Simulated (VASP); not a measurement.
Data:

```xyz
3
Lattice="4.5774 0.0000 0.0000 -2.2887 3.9642 0.0000 0.0000 0.0000 5.8694" Properties=species:S:1:pos:R:3 pbc="T T T"
Te     1.1750     0.0000     1.9565
Te    -0.5875     1.0176     3.9129
Te     1.7012     2.9466     0.0000
```

These are PBE GGA, VASP's PBE PAW potentials (set 64) (plane waves; VASP) values and carry that method's errors. Settings: 300 eV cut-off, 7×7×5 Γ-centred mesh, Gaussian smearing of 0.20 eV, potentials Te.

Problem. Give the force on each atom (eV/Å).

Solution. 
| atom | Fx | Fy | Fz |
|---|---|---|---|
| Te1 | 0.323 | 0.000 | 0.000 |
| Te2 | -0.161 | 0.279 | 0.000 |
| Te3 | -0.161 | -0.279 | 0.000 |

Problem. Give the stress tensor in GPa (positive for a compressed cell).

Solution. 
```
1.00  0.00  0.00
0.00  1.00  0.00
0.00  0.00  1.83
```
The pressure is its mean diagonal, 1.28 GPa.

The structure comes from a computed database's Te entry; how it stands against other phases isn't given here. The cell was not relaxed at this level.
